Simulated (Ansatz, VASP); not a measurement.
# MgCdO: VASP beside Ansatz

Contents of INCAR:

```
  PREC = Accurate
  ENCUT = 520
  EDIFF = 1E-6
  ISMEAR = 0
  SIGMA = 0.2
  LREAL = F
  LASPH = T
  NELM = 80
  ALGO = Normal
  ISIF = 2
  LWAVE = F
  LCHARG = F
  GGA = PE
  NBANDS = 29
```

Contents of KPOINTS:

```
Automatic mesh
0
Gamma
  6 6 4
```

POSCAR

```
MgCdO
1.0
    3.7597061639      0.0000000000      0.0000000000
    0.0000000000      3.7597061639      0.0000000000
    0.0000000000      0.0000000000      7.5307365378
Mg Cd O
2 2 2
Direct
    0.5000000000      0.5000000000      0.2500000000
    0.5000000000      0.5000000000      0.7500000000
    0.0000000000      0.0000000000      0.0000000000
    0.0000000000      0.0000000000      0.5000000000
    0.5000000000      0.5000000000      0.0000000000
    0.5000000000      0.5000000000      0.5000000000
```

Input for Ansatz:

```yaml
crystal:
  lattice:
    - [3.7597061639, 0.0, 0.0]
    - [0.0, 3.7597061639, 0.0]
    - [0.0, 0.0, 7.5307365378]
  atoms:
    - { symbol: Mg, position: [0.5, 0.5, 0.25] }
    - { symbol: Mg, position: [0.5, 0.5, 0.75] }
    - { symbol: Cd, position: [0.0, 0.0, 0.0] }
    - { symbol: Cd, position: [0.0, 0.0, 0.5] }
    - { symbol: O, position: [0.5, 0.5, 0.0] }
    - { symbol: O, position: [0.5, 0.5, 0.5] }
basis:
  ecutwfc: 420
kpoints:
  mp_grid: { grid: [6, 6, 4] }
hamiltonian:
  xc: pbe
scf:
  occupations: { method: gaussian, width: 0.2 }
  lower_state_search: "off"
output:
  forces: true
  stress: true
  eigenvalues: true
```

Alike in both runs: task single point; functional PBE; k mesh 6 × 6 × 4; occupations gaussian, width 0.2 eV; no spin polarisation.

|  | VASP | Ansatz |
| --- | --- | --- |
| version | VASP 6.6.1 | Ansatz 0.2.0 |
| potentials or method | VASP PAW PBE potentials, release 64 (Mg, Cd, O) | scalar-relativistic, plane waves, PAW |
| plane-wave cutoff (eV) | 520 | 420 |
| valence electrons in the cell | 40 | 72 |

```tsv
	VASP	Ansatz	Ansatz less VASP
gap on the k mesh at the Fermi level (eV)	none	none	-
pressure (GPa)	0.1	0.1	0.00
largest component of the traceless stress (GPa)	0.29	0.20	-0.095
```

A gap of «none» marks a metal or a gap that the smearing closes. The two sets of potentials don't hold the same shells in valence.
